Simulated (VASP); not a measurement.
## BaSrO$_{2}$ (space group R-3m): computed properties

Method: LDA (Ceperley-Alder, Perdew-Zunger), VASP's LDA PAW potentials (set 64) (plane waves; VASP).

- space group: R-3m (166)
- cell: a = b = 3.726 Å, c = 18.374 Å, α = β = 90.00°, γ = 120.00°
- volume per atom: 18.41 Å^3/atom
- band gap (over mesh and band path): 2.30 eV
- smallest direct gap (over mesh and band path): 2.30 eV
- band-edge character without spin-orbit coupling: direct, F to F
- band gap with spin-orbit coupling: 2.24 eV
- density: 5.79 g/cm³

```
CELL_PARAMETERS angstrom
      1.86318     1.07571     6.12464
     -1.86318     1.07571     6.12464
      0.00000    -2.15141     6.12464
ATOMIC_POSITIONS crystal
  Ba 0.00000 0.00000 0.00000
  Sr 0.50000 0.50000 0.50000
  O  0.75579 0.75579 0.75579
  O  0.24421 0.24421 0.24421
```

Unless said otherwise, spin-orbit coupling is left out, though it shifts the bands of the heavy elements here.

The structure comes from a computed database's BaSrO2 entry (R-3m); how it stands against other phases isn't given here. It was relaxed first, which changed the volume by -7 %. Symmetry was kept, so distortions that lower it aren't found.
